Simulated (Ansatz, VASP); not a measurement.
## B3MoP4: VASP beside Ansatz

```
CELL_PARAMETERS angstrom
4.83159 0.00000 0.00000
0.00000 4.83159 0.00000
0.00000 0.00000 4.83159
ATOMIC_POSITIONS crystal
B 0.50000 0.00000 0.00000
B 0.00000 0.50000 0.00000
B 0.00000 0.00000 0.50000
Mo 0.50000 0.50000 0.50000
P 0.23019 0.23019 0.23019
P 0.76981 0.76981 0.23019
P 0.76981 0.23019 0.76981
P 0.23019 0.76981 0.76981
```

Alike in both runs: task relaxation of cell and atoms; functional PBE; k mesh 8 × 8 × 8; occupations gaussian, width 0.1 eV; no spin polarisation.

|  | VASP | Ansatz |
| --- | --- | --- |
| version | VASP 6.6.1 | Ansatz 0.2.0 |
| potentials or method | VASP PAW PBE potentials, release 64 (B, Mo_sv, P) | scalar-relativistic, plane waves, PAW |
| plane-wave cutoff (eV) | 600 | 420 |
| valence electrons in the cell | 43 | 43 |

|  | VASP | Ansatz | Ansatz less VASP |
| --- | --- | --- | --- |
| gap on the k mesh at the Fermi level, each at its own relaxed structure (eV) | none | none | - |
| relaxed volume (Å³/atom) | 14.07 | 14.09 | +0.019 |
| relaxed cell length with the largest relative difference (Å) | 4.829 | 4.831 | +0.0021 |

A gap of «none» marks a metal or a gap that the smearing closes.
